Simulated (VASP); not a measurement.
An input for Ansatz (written as the equivalent of a VASP run, and not itself run):

Ansatz 0.2 input:
```yaml
crystal:
  lattice:
    - [4.5364005, 0.0000000, 0.0000000]
    - [0.0000000, 4.5364005, 0.0000000]
    - [0.0000000, 0.0000000, 4.5364005]
  atoms:
    - { symbol: Cs, position: [0.0000000, 0.0000000, 0.0000000] }
    - { symbol: Br, position: [0.5000000, 0.5000000, 0.5000000] }
kpoints:
  mp_grid: { grid: [6, 6, 6] }
hamiltonian:
  xc: revpbe
  pseudopotentials: { kind: paw }
scf:
  occupations: { method: gaussian, width: 0.05 }
  max_iter: 100
output: { forces: true, stress: true, eigenvalues: true }
```

### Question
Write the VASP files for the same calculation (revPBE).

### Answer
This is not unique; one that fits is 
POSCAR:
```
CsBr
1
    4.5364005439     0.0000000000     0.0000000000
    0.0000000000     4.5364005439     0.0000000000
    0.0000000000     0.0000000000     4.5364005439
Cs Br
1 1
Direct
  0.0000000000   0.0000000000   0.0000000000
  0.5000000000   0.5000000000   0.5000000000
```

### KPOINTS
```
kpoints
0
G
 6 6 6
0 0 0
```

### INCAR
```
SYSTEM = CsBr
PREC = Accurate
ENCUT = 520
EDIFF = 1E-7
NELM = 100
ALGO = Normal
LREAL = .FALSE.
LASPH = .TRUE.
ISMEAR = 0
SIGMA = 0.05
GGA = RE
LMAXMIX = 4
LWAVE = .FALSE.
LCHARG = .FALSE.
ISIF = 2
```

POTCAR, in this order: Cs_sv Br (PBE.64 set). Program: vasp_std.

Limits of the translation: each code has its own PAW files, so the cut-off isn't converted (ENCUT is set for VASP's; basis.ecutwfc is left out, and Ansatz then takes the one that its files recommend); Ansatz stops its SCF on the density residual and VASP on the energy change (EDIFF).

The compound is CsBr in the CsCl type structure. It was relaxed first, which changed the volume by +18 %.
